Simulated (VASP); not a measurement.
Here is the system:

```yaml
crystal:
  lattice:
    - [5.78104, 0.00000, 0.00000]
    - [0.00000, 6.19796, 0.00000]
    - [0.00000, 0.00000, 2.91438]
  atoms:
    - { symbol: Pt, position: [0.00000, 0.00000, 0.00000] }
    - { symbol: Pt, position: [0.50000, 0.50000, 0.50000] }
    - { symbol: Ge, position: [0.16708, 0.62823, 0.00000] }
    - { symbol: Ge, position: [0.83292, 0.37177, 0.00000] }
    - { symbol: Ge, position: [0.33292, 0.12823, 0.50000] }
    - { symbol: Ge, position: [0.66708, 0.87177, 0.50000] }
```

Level of theory: PBEsol GGA, VASP's PBE PAW potentials (set 64) (plane waves; VASP 6.6.1). Numerical set-up: 400 eV cut-off, Gaussian smearing of 0.050 eV, potentials Pt Ge_d.

Unless said otherwise, spin-orbit coupling is left out, though it shifts the bands of the heavy elements here.

**Question.** Estimate the band gap (along the path) with the smallest direct gap where there is one.

**Answer.** 
The band gap (along the path) is none (metal, semimetal or under 0.01 eV).

The structure comes from a measured Ge2Pt entry (Pnnm) of the Crystallography Open Database, whose conditions weren't checked. It was relaxed first.
